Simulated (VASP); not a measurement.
VASP runs on TiC (rock salt) share one base input (PBE GGA, plane waves, VASP's PBE PAW potentials (set 64)) and change the settings named in each case.

File KPOINTS:
```
Automatic
0
gamma
13 13 13
```

INCAR:
```
! general
SYSTEM =TiC
PREC   =Accurate
ENCUT  =520
LREAL  =.FALSE.
LASPH  =.TRUE.

! electronic loop
EDIFF  =1E-6
NELM   =100
ALGO   =Normal
LMAXMIX=4

! smearing
ISMEAR =1
SIGMA  =0.1

! functional
GGA    =PE

! ions
ISIF   =2

! output
LWAVE  =.FALSE.
LCHARG =.FALSE.
```

**POSCAR**
```
TiC
1.0
  0.0000000000   2.1650000000   2.1650000000
  2.1650000000   0.0000000000   2.1650000000
  2.1650000000   2.1650000000   0.0000000000
Ti C
1 1
Cart
  0.0000000000   0.0000000000   0.0000000000
  2.1650000000   2.1650000000   2.1650000000
```

POTCAR, in this order: Ti_sv C (PBE.64 set). Program: vasp_std.

```tsv
change	E(σ→0) (eV/atom)	pressure (GPa)	−TS (eV)
base run	-9.3546	0.74	-0.0002
ISMEAR = -1, SIGMA = 0.01	-9.3546	0.75	-0.0002
ISMEAR = -1, SIGMA = 0.3	-9.3494	1.23	-0.1304
ISMEAR = 2, SIGMA = 0.02	-9.3545	0.76	0.0000
ISMEAR = 0, SIGMA = 0.2	-9.3547	0.74	-0.0057
ISMEAR = 0, SIGMA = 0.01	-9.3545	0.75	-0.0001
ISMEAR = -1, SIGMA = 0.02	-9.3546	0.75	-0.0005
ISMEAR = -5, SIGMA removed	-9.3545	0.66	0.0000
ISMEAR = -4, SIGMA removed	___	0.74	0.0000
```

Question: Complete the blanks.

Answer: 
- ISMEAR = -4, SIGMA removed, E(σ→0) (eV/atom): -9.3506

Left out are runs that ran out of time, are held back, or changed the cell or the kind of run, fixed moments of cells without a moment, rows past the twelfth, gaps on odd meshes, pressures of charged cells and columns that move by less than the noise.

The compound is TiC in the rock salt structure. The cell was not relaxed at this level.
